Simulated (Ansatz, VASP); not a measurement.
# GaAs in two plane-wave programs, part 2 of 2

One calculation is typed for both programs; each brings its own data sets. How far apart do they land? The cell is taken from a series of runs on this material, whose earlier steps may have relaxed, scaled, displaced or heated it; both programs get it as it stands.

VASP 6.6.1 and Ansatz 0.2.0.

So far: The starting structure; Ansatz: relaxation of cell and atoms, r2SCAN.

## Step 3: VASP: relaxation of cell and atoms, r2SCAN

Level of this step: r2SCAN; plane waves and PAW (Ga_d, As) (VASP).

The same cell, functional and mesh now go to VASP, with its own data sets.

Lines of VASP's logs that name or quote its potential files are left out, and so is its time.

Input file INCAR:

```
SYSTEM = GaAs
PREC = Accurate
ENCUT = 550
EDIFF = 1E-07
NELM = 120
ISMEAR = 0
SIGMA = 0.01
LREAL = .FALSE.
ALGO = Normal
METAGGA = R2SCAN
LASPH = .TRUE.
NBANDS = 15
LORBIT = 11
LWAVE = .FALSE.
LCHARG = .FALSE.
ISIF = 3
IBRION = 2
NSW = 80
EDIFFG = -0.005
GGA_COMPAT = .FALSE.
NELMIN = 4
EFERMI = MIDGAP
LMIXTAU = .TRUE.
```

Input file POSCAR:

```
GaAs
1.0
    0.0000000000      2.8326410000      2.8326410000
    2.8326410000      0.0000000000      2.8326410000
    2.8326410000      2.8326410000      0.0000000000
Ga As
1 1
Direct
    0.0000000000      0.0000000000      0.0000000000
    0.2500000000      0.2500000000      0.2500000000
```

Input file KPOINTS:

```
Automatic mesh
0
Gamma
9 9 9
0 0 0
```

The projector-augmented-wave data sets are Ga_d and As (PBE family, release 64).

Started as:

```
$ mpirun -np 1 vasp_std
```

Numbers of over 12 decimals in the logs are rounded to 6 here.

What it wrote:

```text
[banner, memory and clock lines left out]
running    1 mpi-ranks, on    1 nodes
 distrk:  each k-point on    1 cores,    1 groups
 distr:  one band on    1 cores,    1 groups

 POSCAR found type information on POSCAR GaAs
 POSCAR found :  2 types and       2 ions
|                                                                             |
|               ----> ADVICE to this user running VASP <----                  |
|                                                                             |
|     You enforced a specific xc type in the INCAR file but a different       |
|     [... a line on the potential file left out ...]
|     I HOPE YOU KNOW WHAT YOU ARE DOING!                                     |
|                                                                             |

 LDA part: xc-table for (None), standard interpolation
 POSCAR, INCAR and KPOINTS ok, starting setup
 FFT: planning ... GRIDC
 FFT: planning ... GRID_SOFT
 FFT: planning ... GRID
 WAVECAR not read
 entering main loop
       N       E                     dE             d eps       ncg     rms          rms(c)
DAV:   1     0.668858438349E+02    0.66886E+02   -0.97135E+03  1090   0.177E+03
DAV:   2    -0.222477958279E+02   -0.89134E+02   -0.84784E+02  1197   0.335E+02
DAV:   3    -0.290268410039E+02   -0.67790E+01   -0.67523E+01  1274   0.718E+01
DAV:   4    -0.291353823166E+02   -0.10854E+00   -0.10852E+00  1270   0.101E+01
DAV:   5    -0.291369961912E+02   -0.16139E-02   -0.16138E-02  1351   0.112E+00    0.316E+00
DAV:   6    -0.270088772186E+02    0.21281E+01   -0.57020E-01  1204   0.151E+01    0.193E+00
DAV:   7    -0.271102049072E+02   -0.10133E+00   -0.30197E-01  1169   0.674E+00    0.875E-01
DAV:   8    -0.270269009630E+02    0.83304E-01   -0.13707E-01  1071   0.458E+00    0.352E-01
DAV:   9    -0.269613722943E+02    0.65529E-01   -0.23527E-01  1064   0.419E+00    0.228E-01
DAV:  10    -0.269616843767E+02   -0.31208E-03   -0.80179E-02  1050   0.247E+00    0.718E-02
DAV:  11    -0.270531009434E+02   -0.91417E-01   -0.46936E-02  1050   0.177E+00    0.597E-02
DAV:  12    -0.270508272921E+02    0.22737E-02   -0.11375E-03  1400   0.323E-01    0.281E-02
DAV:  13    -0.270546348761E+02   -0.38076E-02   -0.11498E-03  1099   0.349E-01    0.145E-02
DAV:  14    -0.270550800432E+02   -0.44517E-03   -0.34104E-04  1211   0.212E-01    0.648E-03
DAV:  15    -0.270551655059E+02   -0.85463E-04   -0.71978E-05  1134   0.102E-01    0.642E-03
DAV:  16    -0.270551819979E+02   -0.16492E-04   -0.28093E-06  1386   0.179E-02    0.372E-03
DAV:  17    -0.270551858716E+02   -0.38736E-05   -0.44423E-07  1204   0.753E-03    0.158E-03
DAV:  18    -0.270551901918E+02   -0.43202E-05   -0.16941E-06  1106   0.151E-02    0.533E-04
DAV:  19    -0.270551903291E+02   -0.13734E-06   -0.52030E-08   931   0.267E-03    0.237E-04
DAV:  20    -0.270551902646E+02    0.64564E-07   -0.17110E-08   833   0.137E-03
   1 F= -.27055190E+02 E0= -.27055190E+02  d E =-.270552E+02
[...]
2 F= -.27055196E+02 E0= -.27055196E+02  d E =-.551925E-05
[...]
3 F= -.27055223E+02 E0= -.27055223E+02  d E =-.323049E-04
 curvature:  -0.25 expect dE=-0.663E-05 dE for cont linesearch -0.663E-05
 ZBRENT: interpolating
 opt :   0.6742  next Energy=   -27.055227 (dE=-0.366E-04)
 bond charge predicted
       N       E                     dE             d eps       ncg     rms          rms(c)
DAV:   1    -0.270552522265E+02   -0.29639E-04   -0.35264E-04  1295   0.362E-01    0.316E-02
DAV:   2    -0.270552265359E+02    0.25691E-04   -0.34012E-05  1309   0.131E-01    0.148E-02
DAV:   3    -0.270552188561E+02    0.76798E-05   -0.68032E-06  1295   0.562E-02    0.314E-03
DAV:   4    -0.270552175354E+02    0.13208E-05   -0.23568E-06  1082   0.212E-02    0.897E-04
DAV:   5    -0.270552186317E+02   -0.10964E-05   -0.25799E-07  1078   0.582E-03    0.810E-04
DAV:   6    -0.270552185973E+02    0.34460E-07   -0.74602E-09   581   0.910E-04
   4 F= -.27055219E+02 E0= -.27055219E+02  d E =-.283327E-04
 curvature:  -0.16 expect dE=-0.133E-06 dE for cont linesearch -0.133E-06
 trial: gam= 0.00000 g(F)=  0.244E-46 g(S)=  0.833E-06 ort =-0.107E-04 (trialstep = 0.935E+00)
 search vector abs. value=  0.833E-06
 reached required accuracy - stopping structural energy minimisation
```

OUTCAR, selected parts (step 3):

```text
ion  position               nearest neighbor table
   1  0.000  0.000  0.000-   2 2.45   2 2.45   2 2.45   2 2.45
   2  0.250  0.250  0.250-   1 2.45   1 2.45   1 2.45   1 2.45

  LATTYP: Found a face centered cubic cell.
 ALAT       =     5.6652820000

 Subroutine GETGRP returns: Found 24 space group operations
 (whereof 24 operations were pure point group operations)

The static configuration has the point symmetry T_d .

 Found     35 irreducible k-points:

   k-points           NKPTS =     35   k-points in BZ     NKDIM =     35   number of bands    NBANDS=     15

   dimension x,y,z NGX =    32 NGY =   32 NGZ =   32
   dimension x,y,z NGXF=    64 NGYF=   64 NGZF=   64

   ENCUT  =  550.0 eV  40.42 Ry    6.36 a.u.   7.66  7.66  7.66*2*pi/ulx,y,z

   NELECT =      18.0000    total number of electrons

 k-points in reciprocal lattice and weights: Automatic mesh
   0.00000000  0.00000000  0.00000000       0.001
   0.11111111  0.00000000  0.00000000       0.011
   0.22222222  0.00000000  0.00000000       0.011
   0.33333333  0.00000000  0.00000000       0.011
   0.44444444  0.00000000  0.00000000       0.011
   0.11111111  0.11111111  0.00000000       0.008
   0.22222222  0.11111111  0.00000000       0.033
   0.33333333  0.11111111  0.00000000       0.033
   0.44444444  0.11111111  0.00000000       0.033
[...]
-0.33333333  0.44444444  0.11111111       0.033
  -0.33333333  0.44444444  0.22222222       0.033

 average (electrostatic) potential at core
       1 -71.3238       2 -54.9887

 E-fermi :   4.0659

 k-point     1 :       0.0000    0.0000    0.0000
  band No.  band energies     occupation
    ...
      5     -11.5324      2.00000
      6      -9.5487      2.00000
      7       3.6011      2.00000
      8       3.6011      2.00000
      9       3.6011      2.00000
     10       4.5306      0.00000
     11       7.6396      0.00000
     12       7.6396      0.00000
     13       7.6396      0.00000
     14      11.8205      0.00000
    ...

 k-point     2 :       0.1111    0.0000    0.0000
  band No.  band energies     occupation
    ...
      5     -11.5326      2.00000
      6      -9.3979      2.00000
      7       1.9465      2.00000
      8       3.4067      2.00000
      9       3.4067      2.00000
     10       5.4759      0.00000
     11       7.9311      0.00000
     12       7.9311      0.00000
     13       8.0154      0.00000
     14      12.5933      0.00000
    ...

 k-point     3 :       0.2222    0.0000    0.0000
  band No.  band energies     occupation
    ...
      5     -11.5323      2.00000
      6      -8.9707      2.00000
      7      -0.0961      2.00000
      8       3.0081      2.00000
      9       3.0081      2.00000
     10       5.4727      0.00000
     11       8.4467      0.00000
     12       8.4467      0.00000
     13       9.5416      0.00000
     14      13.0727      0.00000
    ...

  Total       -0.0033927     -0.0033927     -0.0033927     -0.0000000     -0.0000000     -0.0000000
  in kB       -0.1193261     -0.1193261     -0.1193261     -0.0000000     -0.0000000     -0.0000000
  external PRESSURE =      -0.1193261 kB  Pullay stress =       0.0000000 kB

  energy-cutoff  :      550.00
  volume of cell :       45.55
      direct lattice vectors                 reciprocal lattice vectors
    -0.000000000  2.834640941  2.834640941    -0.176389183  0.176389183  0.176389183
     2.834640941  0.000000000  2.834640941     0.176389183 -0.176389183  0.176389183
     2.834640941  2.834640941 -0.000000000     0.176389183  0.176389183 -0.176389183

 POSITION                                       TOTAL-FORCE (eV/Angst)
 -----------------------------------------------------------------------------------
      2.83464      2.83464      5.66928         0.000000      0.000000      0.000000
      1.41732      1.41732      1.41732        -0.000000     -0.000000     -0.000000
 -----------------------------------------------------------------------------------
    total drift:                               -0.000000     -0.000000     -0.000000

  FREE ENERGIE OF THE ION-ELECTRON SYSTEM (eV)
  ---------------------------------------------------
  free  energy   TOTEN  =       -27.0552185973 eV

  energy  without entropy=      -27.0552185973  energy(sigma->0) =      -27.05521860

 reached required accuracy - stopping structural energy minimisation

 total charge
# of ion       s       p       d       tot
------------------------------------------
    1        0.848   0.787   9.997  11.632
    2        1.204   1.633   0.032   2.869
--------------------------------------------------
tot          2.052   2.421  10.029  14.501

[... 3 further parts left out ...]
```

CONTCAR:

```
GaAs
   1.00000000000000
    -0.0000000000000000    2.8346409412364055    2.8346409412364055
     2.8346409412364055    0.0000000000000000    2.8346409412364055
     2.8346409412364055    2.8346409412364055   -0.0000000000000000
  Ga              As
     1     1
Direct
     1.0000000000000000    1.0000000000000000    0.0000000000000000
     0.2500000000000000    0.2500000000000000    0.2500000000000000
```

The run keeps the 24 symmetry operations of its start, so it cannot find a distortion of lower symmetry.

## Step 4: Side by side

Known differences besides the potentials themselves: VASP keeps PBE cores, Ansatz makes them for the functional; fixed occupations in Ansatz, narrow Gaussian smearing in VASP; the data sets hold 28 valence electrons in Ansatz (on its PAW soft_1 files) and 18 in VASP; the cutoff is 500 eV in Ansatz and 550 eV in VASP; Ansatz adds a Pulay correction to the stress that steers its cell, VASP none. Total energies have different zeros and are not compared.

The two programs side by side:

| quantity | Ansatz | VASP | difference |
| --- | --- | --- | --- |
| volume (Å³) | 45.46 | 45.55 | -0.21 % |
| edge a after relaxation, in the typed setting (Å) | 4.006 | 4.009 | -0.07 % |

## Step 5: Results

```json
{"difference in volume (relaxation of cell and atoms, r2SCAN)": "-0.21 %"}
```

In words: The difference in volume is -0.21 % (relaxation of cell and atoms, r2SCAN), within the 1.2 % picked in this series as the mark of a large difference, as far as the stopping tolerances let one tell. The data sets hold unlike numbers of valence electrons (28 in Ansatz and 18 in VASP), so part of the differences comes from the potentials. Such differences can come from data sets, numerical settings and the points named under the comparisons, not from the functional's error against experiment.

[Lines on the potential files, build, host, timing and source positions are cut from VASP's logs without a mark.]

[Logs are printed without paths, hosts, clocks, repeated set-up lines and the standing remarks that a program may print on its own settings, such as how far it seeks lower states.]

[Hosts, paths, dates, database ids (printed as entryN), source tags and the programs' standing remarks are cut or masked in the printed files.]
